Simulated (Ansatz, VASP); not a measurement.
## Ca2C: VASP beside Ansatz

```
C Ca
1.0
     0.00000    3.04004    3.14227
     3.04004    0.00000    3.14227
     3.04004    3.04004    0.00000
C Ca
1 2
Direct
  0.00000 0.00000 0.00000
  0.25000 0.25000 0.25000
  0.75000 0.75000 0.75000
```

Change from the starting cell: epitaxial_xy strain -2.8%.

Alike in both runs: task single point; functional PBE; k mesh 8 × 8 × 8; occupations fermi-dirac, width 0.02 eV; no spin polarisation.

|  | VASP | Ansatz |
| --- | --- | --- |
| version | VASP 6.6.1 | Ansatz 0.2.0 |
| potentials or method | VASP PAW PBE potentials, release 64 (C, Ca_sv) | plane waves, PAW |
| plane-wave cutoff (eV) | 520 | 420 |
| valence electrons in the cell | 24 | 24 |

```csv
,VASP,Ansatz,Ansatz less VASP
pressure (GPa),4.2,4.0,-0.25
largest component of the traceless stress (GPa),3.10,3.11,+0.004
```
